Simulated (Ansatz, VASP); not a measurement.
# CrCuO4: VASP beside Ansatz

Wanted: the spread between two codes on one cell, functional and k mesh. The cell is taken from a series of VASP runs on this material, whose earlier steps may have relaxed, scaled or displaced it; both programs get it as it stands.

Program: Ansatz 0.2.0. Level of theory: plane waves, with VASP 6.6.1 beside it; zone-centre phonons at PBEsol with D3(BJ), DFT+U. Results are calculated unless marked as measured.

### Step 1. The structure

It takes space group Cmcm (No. 63, orthorhombic). Conventional cell: a = 5.397 Å, b = 8.623 Å, c = 5.806 Å, α = 90.00°, β = 90.00°, γ = 90.00°. Cr has 4 O at 1.59 to 1.72 Å nearest. Nearest to Cu lie 6 O at 1.94 to 2.26 Å. O has 1 Cr at 1.72 Å and 2 Cu at 1.94 Å nearest. O has 1 Cr at 1.59 Å and 1 Cu at 2.26 Å nearest. Farther neighbours and most contacts between anions are not listed.

### Step 2. VASP: zone-centre phonons, PBEsol with D3(BJ), DFT+U

Second derivatives magnify differences that forces hide, and they need a tight electronic threshold.

Lines of VASP's logs that name or quote its potential files are left out, and so is its time.

INCAR reads:

```
SYSTEM = CrCuO4
PREC = Accurate
ENCUT = 520
EDIFF = 1E-08
NELM = 100
ISMEAR = 0
SIGMA = 0.05
LREAL = .FALSE.
ALGO = Normal
GGA = PS
IVDW = 12
NBANDS = 67
ISPIN = 2
MAGMOM = -0.015 -0.015 -0.67 -0.67 -0.102 -0.102 -0.102 -0.102 -0.035 -0.035 -0.035 -0.035
LDAU = .TRUE.
LDAUTYPE = 2
LDAUL = 2 2 -1
LDAUU = 4 4 0
LDAUJ = 0 0 0
LDAUPRINT = 1
LASPH = .TRUE.
LMAXMIX = 4
LORBIT = 11
LWAVE = .FALSE.
LCHARG = .FALSE.
KPAR = 8
IBRION = 6
NFREE = 2
POTIM = 0.015
ISIF = 2
NSW = 1
```

POSCAR reads:

```
CrCuO4
1.0
    2.6986580618     -4.3113553314      0.0000000000
    2.6986580618      4.3113553314      0.0000000000
    0.0000000000      0.0000000000      5.8064337581
Cr Cu O
2 2 8
Direct
    0.6313759221      0.3686240779      0.2500000000
    0.3686240779      0.6313759221      0.7500000000
    0.0000000000      0.0000000000      0.5000000000
    0.0000000000      0.0000000000      0.0000000000
    0.7446786813      0.7805762232      0.7500000000
    0.2553213187      0.2194237768      0.2500000000
    0.7805762232      0.7446786813      0.2500000000
    0.2194237768      0.2553213187      0.7500000000
    0.2615208620      0.7384791380      0.9737275210
    0.7384791380      0.2615208620      0.4737275210
    0.2615208620      0.7384791380      0.5262724790
    0.7384791380      0.2615208620      0.0262724790
```

KPOINTS reads:

```
Automatic mesh
0
Gamma
5 5 4
0 0 0
```

Potentials, in the order of the species: Cr_pv, Cu and O (PBE family, release 64).

Run with:

```bash
$ mpirun -np 8 vasp_std
```

Numbers of over 12 decimals in the logs are rounded to 6 here.

Output:

```text
[banner, memory and clock lines left out]
running    8 mpi-ranks, on    1 nodes
 distrk:  each k-point on    1 cores,    8 groups
 distr:  one band on    1 cores,    1 groups

 POSCAR found type information on POSCAR CrCuO
 POSCAR found :  3 types and      12 ions
|                                                                             |
|           W    W    AA    RRRRR   N    N  II  N    N   GGGG   !!!           |
|           W    W   A  A   R    R  NN   N  II  NN   N  G    G  !!!           |
|           W    W  A    A  R    R  N N  N  II  N N  N  G       !!!           |
|           W WW W  AAAAAA  RRRRR   N  N N  II  N  N N  G  GGG   !            |
|           WW  WW  A    A  R   R   N   NN  II  N   NN  G    G                |
|           W    W  A    A  R    R  N    N  II  N    N   GGGG   !!!           |
|                                                                             |
|     For optimal performance we recommend to set                             |
|       NCORE = 2 up to number-of-cores-per-socket                            |
|     NCORE specifies how many cores store one orbital (NPAR=cpu/NCORE).      |
|     This setting can greatly improve the performance of VASP for DFT.       |
|     The default, NCORE=1 might be grossly inefficient on modern             |
|     multi-core architectures or massively parallel machines. Do your        |
|     Unfortunately you need to use the default for GW and RPA                |
|     calculations (for HF NCORE is supported but not extensively tested      |
|     yet).                                                                   |
|                                                                             |

|                                                                             |
|               ----> ADVICE to this user running VASP <----                  |
|                                                                             |
|     You enforced a specific xc type in the INCAR file but a different       |
|     [... a line on the potential file left out ...]
|     I HOPE YOU KNOW WHAT YOU ARE DOING!                                     |
|                                                                             |

 LDA part: xc-table for (Slater+PW92), standard interpolation
 POSCAR, INCAR and KPOINTS ok, starting setup
 FFT: planning ... GRIDC
 FFT: planning ... GRID_SOFT
 FFT: planning ... GRID
 WAVECAR not read
 entering main loop
       N       E                     dE             d eps       ncg     rms          rms(c)
DAV:   1     0.131335459997E+04    0.13134E+04   -0.45434E+04  7460   0.177E+03
DAV:   2     0.132629493327E+03   -0.11807E+04   -0.10567E+04  7732   0.505E+02
DAV:   3    -0.860817783562E+02   -0.21871E+03   -0.20140E+03  7532   0.217E+02
DAV:   4    -0.102284037811E+03   -0.16202E+02   -0.15858E+02  9336   0.627E+01
DAV:   5    -0.102963631757E+03   -0.67959E+00   -0.67786E+00  9504   0.133E+01    0.717E+01
DAV:   6    -0.112631125489E+03   -0.96675E+01   -0.12626E+02 10168   0.140E+02    0.344E+02
DAV:   7    -0.890498625090E+02    0.23581E+02   -0.62611E+01  9392   0.472E+01    0.434E+01
DAV:   8    -0.806555309681E+02    0.83943E+01   -0.42987E+01  9957   0.935E+01    0.305E+01
DAV:   9    -0.751747317008E+02    0.54808E+01   -0.14276E+01 10933   0.579E+01    0.119E+01
DAV:  10    -0.746742687320E+02    0.50046E+00   -0.15612E+00 11376   0.252E+01    0.978E+00
DAV:  11    -0.746811218451E+02   -0.68531E-02   -0.51071E-01 10341   0.487E+00    0.883E+00
DAV:  12    -0.746746528009E+02    0.64690E-02   -0.95397E-02  9996   0.368E+00    0.761E+00
DAV:  13    -0.746718188244E+02    0.28340E-02   -0.19894E-02 10776   0.195E+00    0.717E+00
DAV:  14    -0.746699778590E+02    0.18410E-02   -0.44489E-03  9399   0.389E-01    0.684E+00
DAV:  15    -0.746699059200E+02    0.71939E-04   -0.25220E-03 10184   0.294E-01    0.642E+00
DAV:  16    -0.746700657116E+02   -0.15979E-03   -0.22179E-04 10336   0.130E-01    0.603E+00
DAV:  17    -0.746701840044E+02   -0.11829E-03   -0.38242E-05 10192   0.728E-02    0.558E+00
DAV:  18    -0.746700762058E+02    0.10780E-03   -0.31835E-05  9286   0.706E-02    0.509E+00
DAV:  19    -0.746699495051E+02    0.12670E-03   -0.25260E-05  9712   0.468E-02    0.445E+00
DAV:  20    -0.746697182879E+02    0.23122E-03   -0.14448E-04 10231   0.159E-01    0.283E+00
DAV:  21    -0.746696561897E+02    0.62098E-04   -0.10454E-04  9018   0.695E-02    0.154E+00
DAV:  22    -0.746696535194E+02    0.26703E-05   -0.22500E-05 10352   0.326E-02    0.735E-01
DAV:  23    -0.746696523284E+02    0.11910E-05   -0.99385E-06 10269   0.302E-02    0.257E-01
[...]
DAV:  13    -0.746684552432E+02   -0.29722E-08   -0.23721E-08  9107   0.165E-03
  19 F= -.76629908E+02 E0= -.76629908E+02  d E =-.112124E-27  mag=    -2.0000
[...]
20 F= -.76630636E+02 E0= -.76630636E+02  d E =-.157043E-27  mag=    -2.0000
[...]
21 F= -.76630636E+02 E0= -.76630636E+02  d E =-.165112E-27  mag=    -2.0000
[...]
22 F= -.76629065E+02 E0= -.76629065E+02  d E =-.177433E-27  mag=    -2.0000
[...]
23 F= -.76629147E+02 E0= -.76629147E+02  d E =-.963687E-27  mag=    -2.0000
[...]
24 F= -.76627800E+02 E0= -.76627800E+02  d E =-.489069E-27  mag=    -2.0000
 Finite differences progress:
  Degree of freedom:  12/ 12
  Displacement:        1/  2
  Total:              23/ 24
 bond charge predicted
       N       E                     dE             d eps       ncg     rms          rms(c)
DAV:   1    -0.746602546229E+02    0.61681E-02   -0.43507E+00  8844   0.802E+00    0.897E-01
DAV:   2    -0.746679026007E+02   -0.76480E-02   -0.73995E-02 10042   0.170E+00    0.115E+00
DAV:   3    -0.746662524320E+02    0.16502E-02   -0.48516E-03  9487   0.648E-01    0.725E-01
DAV:   4    -0.746668941530E+02   -0.64172E-03   -0.30915E-03 13410   0.583E-01    0.446E-01
DAV:   5    -0.746659733424E+02    0.92081E-03   -0.13838E-03 12280   0.450E-01    0.821E-02
DAV:   6    -0.746659416332E+02    0.31709E-04   -0.40310E-04 11895   0.140E-01    0.521E-02
DAV:   7    -0.746659406706E+02    0.96265E-06   -0.65966E-05 12456   0.103E-01    0.428E-02
DAV:   8    -0.746659336663E+02    0.70043E-05   -0.19936E-05 11528   0.559E-02    0.249E-02
DAV:   9    -0.746659297273E+02    0.39390E-05   -0.61704E-06 12288   0.329E-02    0.101E-02
DAV:  10    -0.746659289328E+02    0.79456E-06   -0.29193E-06 12160   0.114E-02    0.388E-03
DAV:  11    -0.746659288730E+02    0.59779E-07   -0.96291E-07 11320   0.571E-03    0.130E-03
DAV:  12    -0.746659288595E+02    0.13531E-07   -0.82541E-08 12480   0.309E-03    0.718E-04
DAV:  13    -0.746659288437E+02    0.15707E-07   -0.91124E-09  5448   0.208E-03    0.414E-04
DAV:  14    -0.746659288392E+02    0.45075E-08   -0.72430E-09  5010   0.115E-03
  25 F= -.76627462E+02 E0= -.76627462E+02  d E =-.573466E-27  mag=    -2.0000
 Finite differences progress:
  Degree of freedom:  12/ 12
  Displacement:        2/  2
  Total:              24/ 24
```

(Part 1 of 3 ends here.)

[Lines on the potential files, build, host, timing and source positions are cut from VASP's logs without a mark.]

[Logs are printed without paths, hosts, clocks, repeated set-up lines and the standing remarks that a program may print on its own settings, such as how far it seeks lower states.]

[Hosts, paths, dates, database ids (printed as entryN), source tags and the programs' standing remarks are cut or masked in the printed files.]
